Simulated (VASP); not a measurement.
# Titanium: formation energy of Ta on the Ti site

Aim: the formation energy and local structure of Ta on the Ti site in Titanium. The start is a cell from a database of measured crystal structures.

Calculated with VASP 6.6.1; r2SCAN; plane waves and PAW (Ti), in the first sound run; inputs show where later runs differ.

## Step 1: The host crystal

Symmetry: P6_3/mmc, No. 194, hexagonal system. The conventional cell has a = 2.950 Å, b = 2.950 Å, c = 4.680 Å, α = 90.00°, β = 90.00°, γ = 120.00°. Nearest to Ti lie 12 Ti at 2.89 to 2.95 Å.

Structure file:

```xyz
2
Lattice="2.9500 0.0000 0.0000 -1.4750 2.5548 0.0000 0.0000 0.0000 4.6800" Properties=species:S:1:pos:R:3 pbc="T T T"
Ti    1.4750    0.8516    3.5100
Ti    0.0000    1.7032    1.1700
```

## Step 2: The host at zero pressure

First cell and atoms are relaxed at a raised cutoff, so that later runs start from this functional's own cell.

File INCAR:

```
SYSTEM = Ti
PREC = Accurate
ENCUT = 350
EDIFF = 1E-06
NELM = 120
ISMEAR = 0
SIGMA = 0.05
LREAL = .FALSE.
ALGO = Normal
METAGGA = R2SCAN
LASPH = .TRUE.
NBANDS = 10
LORBIT = 11
LWAVE = .FALSE.
LCHARG = .FALSE.
KPAR = 4
IBRION = 2
NSW = 40
ISIF = 3
EDIFFG = -0.02
POTIM = 0.4
```

File POSCAR:

```
Ti
1.0
    2.9500000000      0.0000000000      0.0000000000
   -1.4750000000      2.5547749412      0.0000000000
    0.0000000000      0.0000000000      4.6800000000
Ti
2
Direct
    0.6666666667      0.3333333333      0.7500000000
    0.3333333333      0.6666666667      0.2500000000
```

File KPOINTS:

```
Automatic mesh
0
Gamma
7 7 4
0 0 0
```

PAW data sets: Ti (PBE family, release 64).

On the command line:

```
$ mpirun -np 4 vasp_std
```

Log:

```text
[banner, memory and clock lines left out]
running    4 mpi-ranks, on    1 nodes
 distrk:  each k-point on    1 cores,    4 groups
 distr:  one band on    1 cores,    1 groups

 POSCAR found type information on POSCAR Ti
 POSCAR found :  1 types and       2 ions
|                                                                             |
|               ----> ADVICE to this user running VASP <----                  |
|                                                                             |
|     You enforced a specific xc type in the INCAR file but a different       |
|     [... a line on the potential file left out ...]
|     I HOPE YOU KNOW WHAT YOU ARE DOING!                                     |
|                                                                             |

 LDA part: xc-table for (None), standard interpolation
 POSCAR, INCAR and KPOINTS ok, starting setup
 FFT: planning ... GRIDC
 FFT: planning ... GRID_SOFT
 FFT: planning ... GRID
 WAVECAR not read
 entering main loop
       N       E                     dE             d eps       ncg     rms          rms(c)
DAV:   1    -0.373374102043E+01   -0.37337E+01   -0.25232E+03   480   0.542E+02
DAV:   2    -0.265161682005E+02   -0.22782E+02   -0.21715E+02   500   0.972E+01
DAV:   3    -0.273362398890E+02   -0.82007E+00   -0.79499E+00   686   0.202E+01
DAV:   4    -0.273458419672E+02   -0.96021E-02   -0.95856E-02   584   0.170E+00
DAV:   5    -0.273458736411E+02   -0.31674E-04   -0.31673E-04   572   0.780E-02    0.147E+01
DAV:   6    -0.260125403780E+02    0.13333E+01   -0.31873E+00   486   0.171E+01    0.468E+00
DAV:   7    -0.257367440316E+02    0.27580E+00   -0.15191E+00   512   0.108E+01    0.104E+00
DAV:   8    -0.257261044866E+02    0.10640E-01   -0.57424E-02   488   0.227E+00    0.414E-01
DAV:   9    -0.257232468201E+02    0.28577E-02   -0.17768E-02   528   0.107E+00    0.813E-02
DAV:  10    -0.257231139986E+02    0.13282E-03   -0.36155E-04   558   0.161E-01    0.292E-02
DAV:  11    -0.257230727957E+02    0.41203E-04   -0.61961E-05   556   0.638E-02    0.319E-03
DAV:  12    -0.257230742834E+02   -0.14876E-05   -0.32878E-07   324   0.418E-03    0.240E-03
DAV:  13    -0.257230750660E+02   -0.78261E-06   -0.53443E-07   242   0.470E-03
   1 F= -.25723075E+02 E0= -.25721543E+02  d E =-.257231E+02
 curvature:   0.00 expect dE= 0.000E+00 dE for cont linesearch  0.000E+00
 trial: gam= 0.00000 g(F)=  0.328E-45 g(S)=  0.472E-01 ort = 0.000E+00 (trialstep = 0.100E+01)
 search vector abs. value=  0.472E-01
 bond charge predicted
       N       E                     dE             d eps       ncg     rms          rms(c)
DAV:   1    -0.257426900527E+02   -0.19616E-01   -0.10769E+00   480   0.106E+01    0.152E+00
DAV:   2    -0.257381355828E+02    0.45545E-02   -0.16702E-02   492   0.105E+00    0.689E-01
DAV:   3    -0.257359761634E+02    0.21594E-02   -0.73846E-03   506   0.616E-01    0.759E-02
DAV:   4    -0.257358421696E+02    0.13399E-03   -0.68630E-04   480   0.270E-01    0.650E-02
DAV:   5    -0.257358494809E+02   -0.73112E-05   -0.47897E-05   534   0.394E-02    0.642E-03
DAV:   6    -0.257358353482E+02    0.14133E-04   -0.44454E-06   480   0.167E-02    0.479E-04
DAV:   7    -0.257358350121E+02    0.33609E-06   -0.29726E-08   240   0.129E-03
   2 F= -.25735835E+02 E0= -.25734404E+02  d E =-.127599E-01
[...]
3 F= -.25739544E+02 E0= -.25738091E+02  d E =-.164688E-01
[...]
4 F= -.25739539E+02 E0= -.25738085E+02  d E =-.164640E-01
[...]
5 F= -.25740024E+02 E0= -.25738679E+02  d E =-.484757E-03
 trial-energy change:   -0.000485  1 .order   -0.000488   -0.000689   -0.000287
 step:   1.6009(harm=  1.6009)  dis= 0.00000  next Energy=   -25.740129 (dE=-0.590E-03)
 bond charge predicted
       N       E                     dE             d eps       ncg     rms          rms(c)
DAV:   1    -0.257401345421E+02   -0.11058E-03   -0.60786E-03   480   0.488E-01    0.309E-02
DAV:   2    -0.257401177068E+02    0.16835E-04   -0.40985E-05   652   0.469E-02    0.164E-02
DAV:   3    -0.257401142079E+02    0.34988E-05   -0.72415E-06   528   0.170E-02    0.272E-03
DAV:   4    -0.257401140300E+02    0.17796E-06   -0.14999E-07   240   0.337E-03
   6 F= -.25740114E+02 E0= -.25738825E+02  d E =-.574998E-03
 curvature:  -0.80 expect dE=-0.819E-05 dE for cont linesearch -0.467E-06
 trial: gam= 0.04348 g(F)=  0.176E-45 g(S)=  0.102E-04 ort =-0.207E-04 (trialstep = 0.107E+01)
 search vector abs. value=  0.981E-05
 reached required accuracy - stopping structural energy minimisation
```

Run time: 17 s. Hardware: 4 MPI ranks of Intel Xeon 6975P-C (Granite Rapids), shared host; peak memory 0.54 GiB; 67 s of CPU time.

Lines that name or quote the potential files are left out of all logs, and their timing lines are given in words.

Parts of OUTCAR (step 2):

```text
ion  position               nearest neighbor table
   1  0.667  0.333  0.750-   2 2.89   2 2.89   2 2.89   2 2.89   2 2.89   2 2.89
   2  0.333  0.667  0.250-   1 2.89   1 2.89   1 2.89   1 2.89   1 2.89   1 2.89

  LATTYP: Found a hexagonal cell.
 ALAT       =     2.9500000000
 C/A-ratio  =     1.5864406780

 Subroutine GETGRP returns: Found 24 space group operations
 (whereof 12 operations were pure point group operations)

The static configuration has the point symmetry D_3d.
 The point group associated with its full space group is D_6h.

 Found     24 irreducible k-points:

   k-points           NKPTS =     24   k-points in BZ     NKDIM =     24   number of bands    NBANDS=     10

   dimension x,y,z NGX =    18 NGY =   18 NGZ =   30
   dimension x,y,z NGXF=    36 NGYF=   36 NGZF=   60

   ENCUT  =  350.0 eV  25.72 Ry    5.07 a.u.   4.50  4.50  7.14*2*pi/ulx,y,z

   NELECT =       8.0000    total number of electrons

 k-points in reciprocal lattice and weights: Automatic mesh
   0.00000000  0.00000000  0.00000000       0.005
   0.14285714  0.00000000  0.00000000       0.031
   0.28571429 -0.00000000  0.00000000       0.031
   0.42857143 -0.00000000  0.00000000       0.031
   0.14285714  0.14285714  0.00000000       0.031
   0.28571429  0.14285714  0.00000000       0.061
   0.42857143  0.14285714  0.00000000       0.031
   0.28571429  0.28571429  0.00000000       0.031
   0.00000000  0.00000000  0.25000000       0.010
[...]
0.42857143  0.14285714  0.50000000       0.031
   0.28571429  0.28571429  0.50000000       0.031

 average (electrostatic) potential at core
       1 -30.0841       2 -30.0841

 E-fermi :   3.2908

 k-point     1 :       0.0000    0.0000    0.0000
  band No.  band energies     occupation
      1      -3.3784      2.00000
      2       0.3384      2.00000
      3       3.7041      0.00000
      4       4.0560      0.00000
      5       4.0560      0.00000
      6       4.0723      0.00000
      7       4.5644      0.00000
    ...

 k-point     2 :       0.1429    0.0000    0.0000
  band No.  band energies     occupation
      1      -2.7794      2.00000
      2       0.7829      2.00000
      3       2.9494      2.00000
      4       3.3595      0.05204
      5       4.2515      0.00000
      6       4.4782      0.00000
      7       4.6151      0.00000
      8       4.7570      0.00000
    ...

 k-point     3 :       0.2857   -0.0000    0.0000
  band No.  band energies     occupation
      1      -1.2276      2.00000
      2       1.3923      2.00000
      3       1.8986      2.00000
      4       2.6418      2.00000
      5       3.9570      0.00000
      6       4.2499      0.00000
      7       4.2565      0.00000
      8       5.5101      0.00000
      9       5.5671      0.00000
    ...

  Total       -0.0111914     -0.0111914     -0.0167040      0.0000000      0.0000000      0.0000000
  in kB       -0.5261145     -0.5261145     -0.7852635      0.0000000      0.0000000      0.0000000
  external PRESSURE =      -0.6124975 kB  Pullay stress =       0.0000000 kB

  energy-cutoff  :      350.00
  volume of cell :       34.08
      direct lattice vectors                 reciprocal lattice vectors
     2.905184332  0.000000000  0.000000000     0.344212238  0.198731028  0.000000000
    -1.452592166  2.515963434 -0.000000000     0.000000000  0.397462056  0.000000000
    -0.000000000 -0.000000000  4.662702443     0.000000000  0.000000000  0.214467900

 POSITION                                       TOTAL-FORCE (eV/Angst)
 -----------------------------------------------------------------------------------
      1.45259      0.83865      3.49703         0.000000      0.000000      0.000000
     -0.00000      1.67731      1.16568        -0.000000     -0.000000     -0.000000
 -----------------------------------------------------------------------------------
    total drift:                                0.000000     -0.000000      0.000000

  FREE ENERGIE OF THE ION-ELECTRON SYSTEM (eV)
  ---------------------------------------------------
  free  energy   TOTEN  =       -25.7401140300 eV

  energy  without entropy=      -25.7375349789  energy(sigma->0) =      -25.73882450

 reached required accuracy - stopping structural energy minimisation

 total charge
# of ion       s       p       d       tot
------------------------------------------
    1        0.553   0.643   2.337   3.533
    2        0.553   0.643   2.337   3.533
--------------------------------------------------
tot          1.106   1.287   4.673   7.066

[... 3 further parts left out ...]
```

CONTCAR:

```
Ti
   1.00000000000000
     2.9051843317197825    0.0000000000000000    0.0000000000000000
    -1.4525921658598913    2.5159634339801249   -0.0000000000000000
    -0.0000000000000000   -0.0000000000000000    4.6627024430222921
  Ti
     2
Direct
     0.6666666667000030    0.3333333332999970    0.7500000000000000
     0.3333333332999970    0.6666666667000030    0.2500000000000000
```

The k-mesh is coarse for a metal. The PAW data sets were made with PBE, which is usual practice but a small mismatch for other functionals. The data set Ti keeps the semicore shell frozen, which is cheaper and a little less accurate. The run keeps the 24 symmetry operations of its start, so it cannot find a distortion of lower symmetry.

The steps of the relaxation:

| step | energy less that of the first step (eV) | largest force (eV/Å) | pressure (GPa) | volume (Å³) |
| --- | --- | --- | --- | --- |
| 1 | 0.0000 | 0.0000 | -4.04 | 35.27 |
| 2 | -0.0128 | 0.0000 | 2.25 | 33.48 |
| 3 | -0.0165 | 0.0000 | 0.15 | 34.04 |
| 4 | -0.0165 | 0.0000 | 0.03 | 34.07 |
| 5 | -0.0169 | 0.0000 | -0.03 | 34.08 |
| 6 | -0.0170 | 0.0000 | -0.06 | 34.08 |

| conventional cell, symmetrised | before | after | change |
| --- | --- | --- | --- |
| a (Å) | 2.950 | 2.905 | -1.5 % |
| b (Å) | 2.950 | 2.905 | -1.5 % |
| c (Å) | 4.680 | 4.663 | -0.4 % |
| volume (Å³/atom) | 17.64 | 17.04 | -3.4 % |

The relaxed structure:

```xyz
2
Lattice="2.9052 0.0000 0.0000 -1.4526 2.5160 0.0000 0.0000 0.0000 4.6627" Properties=species:S:1:pos:R:3 pbc="T T T"
Ti    1.4526    0.8387    3.4970
Ti    0.0000    1.6773    1.1657
```

This step gave:

| Property | Result |
| --- | --- |
| electronic cycles | 37 |
| electrons | 8 |
| free energy (TOTEN) | -25.74 eV |
| energy at zero smearing | -25.74 eV |
| Fermi energy | 3.291 eV |
| labelled metallic, from the levels on this mesh | yes |

The run ended after 6 ionic steps, 0.017 eV below its first step, once forces and stress met EDIFFG = -0.02.

[end of part 1 of 4]

[Lines on the potential files, build, host, timing and source positions are cut from VASP's logs without a mark.]

[Logs are printed without paths, hosts, clocks, repeated set-up lines and the standing remarks that a program may print on its own settings, such as how far it seeks lower states.]

[Hosts, paths, dates, database ids (printed as entryN), source tags and the programs' standing remarks are cut or masked in the printed files.]

[In band tables of VASP the shares of atoms and orbitals are scaled to a sum of 1 inside the atoms' spheres.]

[Runs that stopped without an error message from VASP are left out.]
